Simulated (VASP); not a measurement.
Lu2Al3S:

```xyz
6
Lattice="6.1293 0.0000 0.0000 -3.0646 5.3081 0.0000 0.0000 0.0000 3.3169" Properties=species:S:1:pos:R:3 pbc="T T T"
Lu    0.0000    3.5387    0.0000
Lu    3.0646    1.7694    0.0000
Al    3.0646    0.0000    1.6585
Al    1.5323    2.6541    1.6585
Al   -1.5323    2.6541    1.6585
S     0.0000    0.0000    0.0000
```

The cell was built by a generator and needn't be a form met in nature.

The cell isn't the ideal one: species swapped into the CeB2Ru3 type (P6/mmm, No. 191).

* Program: VASP 6.6.1
* Task: relaxation of cell and atoms
* Functional: PBE
* Potentials or basis: VASP PAW PBE potentials, release 64 (Lu, Al, S)
* Cutoff: 600 eV
* k mesh: 3 × 3 × 6
* Occupations: gaussian, width 0.1 eV
* Spin: no spin polarisation

At the start: pressure 40.4 GPa; volume 17.99 Å³/atom.

Where does the relaxation end?

Over 13 steps the energy falls by 1672.1 meV/atom and the volume is 22.51 Å³/atom (+25.2 %); space group P6/mmm (No. 191, to 0.05 Å).

The path:
| step | energy change (eV) | largest force (eV/Å) | pressure (GPa) | volume (Å³) |
| --- | --- | --- | --- | --- |
| 1 | 0.0000 | 0.0000 | 40.36 | 107.92 |
| 2 | -6.1069 | 0.0000 | -4.73 | 194.33 |
| 3 | -6.3937 | 0.0000 | -0.66 | 170.59 |
| 4 | -6.3950 | 0.0000 | -1.44 | 174.00 |
| 5 | -6.9888 | 0.0000 | -2.10 | 170.84 |
| 6 | -8.9587 | 0.0000 | -3.67 | 157.79 |
| 7 | -7.7909 | 0.0000 | 12.45 | 119.85 |
| 8 | -9.7042 | 0.0000 | -3.67 | 149.14 |
| 9 | -9.9890 | 0.0000 | -2.24 | 140.77 |
| 10 | -9.9235 | 0.0000 | 4.09 | 126.60 |
| 11 | -10.0295 | 0.0000 | -0.13 | 135.24 |
| 12 | -10.0295 | 0.0000 | -0.05 | 135.03 |
| 13 | -10.0328 | 0.0000 | 0.03 | 135.06 |

Final structure:
```yaml
crystal:
  lattice:
    - [5.37701, 0.00000, 0.00000]
    - [-2.68850, 4.65663, 0.00000]
    - [0.00000, 0.00000, 5.39413]
  atoms:
    - { symbol: Lu, position: [0.33333, 0.66667, 0.00000] }
    - { symbol: Lu, position: [0.66667, 0.33333, 0.00000] }
    - { symbol: Al, position: [0.50000, 0.00000, 0.50000] }
    - { symbol: Al, position: [0.50000, 0.50000, 0.50000] }
    - { symbol: Al, position: [0.00000, 0.50000, 0.50000] }
    - { symbol: S, position: [0.00000, 0.00000, 0.00000] }
```

Caveat: the k mesh is coarse (spacing up to 0.39 Å⁻¹), so the values aren't converged; the volume moved by over 15 % at a fixed basis, so the end points are rough.
